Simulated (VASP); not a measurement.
PbS (space group Fm-3m): the measured cell of entry 9013403 of the Crystallography Open Database is

```cif
data_Pb4S4
_chemical_formula_sum 'Pb4 S4'
_space_group_name_H-M_alt 'Fm-3m'
_space_group_IT_number 225
_space_group_name_Hall '-F 4 2 3'
_cell_length_a 5.93150
_cell_length_b 5.93150
_cell_length_c 5.93150
_cell_angle_alpha 90.000
_cell_angle_beta 90.000
_cell_angle_gamma 90.000
loop_
_atom_site_label
_atom_site_type_symbol
_atom_site_symmetry_multiplicity
_atom_site_Wyckoff_symbol
_atom_site_fract_x
_atom_site_fract_y
_atom_site_fract_z
_atom_site_occupancy
Pb1 Pb 4 a 0.00000 0.00000 0.00000 1
S1 S 4 b 0.50000 0.50000 0.50000 1
```
(The calculation used a cell of 2 atoms; values per cell refer to that cell.)

Computed with r2SCAN meta-GGA, VASP's PBE PAW potentials (set 64) (plane waves; VASP 6.6.1). Numerical set-up: 400 eV cut-off, 9×9×9 Γ-centred mesh, tetrahedra with Blöchl corrections, potentials Pb_d S.

The calculation is for a static lattice at zero pressure; the measurement, whose temperature isn't given here, holds thermal and zero-point expansion. The entry's conditions were not checked, so it may have been measured under pressure.

How far does the relaxed conventional cell lie from the measured one?

```
             measured  computed  difference
-----------  --------  --------  ----------
a (Å)           5.931     5.972      +0.7 %
V (Å³/atom)     26.09     26.63      +2.1 %
```

The structure comes from a measured PbS entry (Fm-3m) of the Crystallography Open Database, whose conditions weren't checked. It was relaxed first. Symmetry was kept, so distortions that lower it aren't found.
